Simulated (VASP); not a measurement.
All values below come from PBEsol GGA with D2 dispersion, VASP's PBE PAW potentials (set 64) (plane waves; VASP).

VASP ran on this input.

**KPOINTS**
```
Regular mesh
0
Gamma
  3 3 6
0 0 0
```

INCAR:
```
SYSTEM = Si3N4
PREC = Accurate; ENCUT = 400; LREAL = Auto
LASPH = T
EDIFF = 1E-6; NELM = 100; ALGO = Normal
ISMEAR = 0; SIGMA = 0.01
GGA = PS; IVDW = 10
ISIF = 2
LWAVE = F; LCHARG = F
```

File POSCAR:
```
Si3N4
7.604540
  1.0000000000   0.0000000000   0.0000000000
 -0.5000000000   0.8660254269   0.0000000000
  0.0000000000   0.0000000000   0.3820349423
Si N
6 8
Direct
  0.2310800000   0.8249500000   0.7500000000
  0.7689200000   0.1750500000   0.2500000000
  0.4061300000   0.2310800000   0.2500000000
  0.5938700000   0.7689200000   0.7500000000
  0.1750500000   0.4061300000   0.7500000000
  0.8249500000   0.5938700000   0.2500000000
  0.3333330000   0.6666670000   0.7500000000
  0.6666670000   0.3333330000   0.2500000000
  0.9691900000   0.6698500000   0.7500000000
  0.0308100000   0.3301500000   0.2500000000
  0.2993400000   0.9691900000   0.2500000000
  0.7006600000   0.0308100000   0.7500000000
  0.3301500000   0.2993400000   0.7500000000
  0.6698500000   0.7006600000   0.2500000000
```

POTCAR, in this order: Si N (PBE.64 set). Program: vasp_std.

The run wrote:

### stdout
```
 POSCAR found type information on POSCAR SiN
 POSCAR found :  2 types and      14 ions
 Reading from existing POTCAR
 Reading from existing POTCAR

 -----------------------------------------------------------------------------
|                                                                             |
|               ----> ADVICE to this user running VASP <----                  |
|                                                                             |
|     You enforced a specific xc type in the INCAR file but a different       |
|     type was found in the POTCAR file.                                      |
|     I HOPE YOU KNOW WHAT YOU ARE DOING!                                     |
|                                                                             |
 -----------------------------------------------------------------------------

 -----------------------------------------------------------------------------
|                                                                             |
|     EEEEEEE  RRRRRR   RRRRRR   OOOOOOO  RRRRRR      ###     ###     ###     |
|     E        R     R  R     R  O     O  R     R     ###     ###     ###     |
|     E        R     R  R     R  O     O  R     R     ###     ###     ###     |
|     EEEEE    RRRRRR   RRRRRR   O     O  RRRRRR       #       #       #      |
|     E        R   R    R   R    O     O  R   R                               |
|     E        R    R   R    R   O     O  R    R      ###     ###     ###     |
|     EEEEEEE  R     R  R     R  OOOOOOO  R     R     ###     ###     ###     |
|                                                                             |
|     vdw_forces_G: ERROR unsupported xc-functional:                          |
|      please define parameter VDW_S6 for this functional                     |
|                                                                             |
|       ---->  I REFUSE TO CONTINUE WITH THIS SICK JOB ... BYE!!! <----       |
|                                                                             |
 -----------------------------------------------------------------------------
```

VASP stops with an error: vdw_forces_G: ERROR unsupported xc-functional: please define parameter VDW_S6 for this functional ----> I REFUSE TO CONTINUE WITH THIS SICK JOB ... BYE!!! <----

The structure comes from a computed database's Si3N4 entry; how it stands against other phases isn't given here. The cell was not relaxed at this level. The run is one of a series of settings (IVDW = 10 against the base run), some of them coarse on purpose.
